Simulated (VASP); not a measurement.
Given:

```yaml
crystal:
  lattice:
    - [3.89952, 0.00000, 0.00000]
    - [0.00000, 3.89952, 0.00000]
    - [0.00000, 0.00000, 3.89952]
  atoms:
    - { symbol: Sr, position: [0.00000, 0.00000, 0.00000] }
    - { symbol: Ti, position: [0.50000, 0.50000, 0.50000] }
    - { symbol: O, position: [0.50000, 0.00000, 0.50000] }
    - { symbol: O, position: [0.00000, 0.50000, 0.50000] }
    - { symbol: O, position: [0.50000, 0.50000, 0.00000] }
```

Level of theory: PW91 GGA, VASP's PBE PAW potentials (set 64) (plane waves; VASP). Numerical set-up: 520 eV cut-off, 6×6×6 Γ-centred mesh, Gaussian smearing of 0.050 eV, potentials Sr_sv Ti_sv O.

Q: Predict the energy per atom (σ→0), pressure, band gap (on the k-mesh) with the smallest direct gap where there is one.

A: 
```json
{
 "band gap (on the k-mesh)": "1.85 eV",
 "smallest direct gap (on the k-mesh)": "2.21 eV",
 "energy per atom (σ→0)": "-8.074 eV/atom",
 "pressure": "5.36 GPa"
}
```

The absolute energy has meaning only against runs of the same code, potentials and settings.

The compound is SrTiO3 in the cubic perovskite structure, the ideal cubic form; the compound distorts at low or room temperature. This cell is one point of a volume scan, at 0.97 of the reference volume.
